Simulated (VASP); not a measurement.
```yaml
crystal:
  lattice:
    - [0.00000, 2.06798, 2.06798]
    - [2.06798, 0.00000, 2.06798]
    - [2.06798, 2.06798, 0.00000]
  atoms:
    - { symbol: Ag, position: [0.00000, 0.00000, 0.00000] }
```

Calculation: rev-vdW-DF2, VASP's PBE PAW potentials (set 64) (plane waves; VASP). Numerical set-up: 520 eV cut-off, 15×15×15 Γ-centred mesh, first-order Methfessel-Paxton smearing of 0.10 eV, potentials Ag.

**Question.** Give the stress tensor in GPa (positive for a compressed cell).

**Answer.** 
```
-2.89   0.00   0.00
 0.00  -2.89   0.00
 0.00   0.00  -2.89
```
The pressure is its mean diagonal, -2.89 GPa.

The compound is Ag in the fcc structure. This cell is one point of a volume scan, at 1.03 of the reference volume.
